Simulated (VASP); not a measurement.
A convergence study with VASP on GaSb (zinc blende): one setting is varied, all else stays as given below, so the limit is that of these other settings.

```yaml
crystal:
  lattice:
    - [0.00000, 3.05000, 3.05000]
    - [3.05000, 0.00000, 3.05000]
    - [3.05000, 3.05000, 0.00000]
  atoms:
    - { symbol: Ga, position: [0.00000, 0.00000, 0.00000] }
    - { symbol: Sb, position: [0.25000, 0.25000, 0.25000] }
```

Level of theory: PBE GGA, VASP's PBE PAW potentials (set 64) (plane waves; VASP 6.6.1). The tightest run used: 550 eV cut-off, 16×16×16 Γ-centred mesh, Gaussian smearing of 0.050 eV, potentials Ga_d Sb.

Task: The settings run are 1×1×1 mesh; 2×2×2 mesh; 3×3×3 mesh; 4×4×4 mesh; 5×5×5 mesh; 6×6×6 mesh; 7×7×7 mesh; 8×8×8 mesh; 9×9×9 mesh; 10×10×10 mesh; 11×11×11 mesh; 12×12×12 mesh; 13×13×13 mesh; 14×14×14 mesh; 15×15×15 mesh; 16×16×16 mesh. From which on does the stress (every component) stay within 0.1 GPa of the tightest run?

Result: From 5×5×5 mesh on: it is off by 0.04 there and by no more than 0.1 in any finer run, while 4×4×4 mesh is off by 0.28.
```
setting        E (eV/atom)  pressure (GPa)  irreducible k-points  difference judged (GPa)
-------------  -----------  --------------  --------------------  -----------------------
1×1×1 mesh          4.9242           62.11                     1                    59.20
2×2×2 mesh         -2.4645            8.98                     3                     6.08
3×3×3 mesh         -3.3673            4.13                     4                     1.22
4×4×4 mesh         -3.5730            3.19                     8                     0.28
5×5×5 mesh         -3.6347            2.94                    10                     0.04
6×6×6 mesh         -3.6564            2.89                    16                     0.02
7×7×7 mesh         -3.6650            2.88                    20                     0.03
8×8×8 mesh         -3.6688            2.88                    29                     0.02
9×9×9 mesh         -3.6705            2.88                    35                     0.02
10×10×10 mesh      -3.6714            2.89                    47                     0.01
11×11×11 mesh      -3.6719            2.90                    56                     0.01
12×12×12 mesh      -3.6722            2.90                    72                     0.01
13×13×13 mesh      -3.6723            2.90                    84                     0.01
14×14×14 mesh      -3.6724            2.91                   104                     0.00
15×15×15 mesh      -3.6725            2.91                   120                     0.00
16×16×16 mesh      -3.6725            2.91                   145                     0.00
```

Left out are rungs that failed or repeat a setting and relaxations that didn't move; long series are thinned to 24 rows.

The compound is GaSb in the zinc blende structure. The cell was not relaxed at this level.
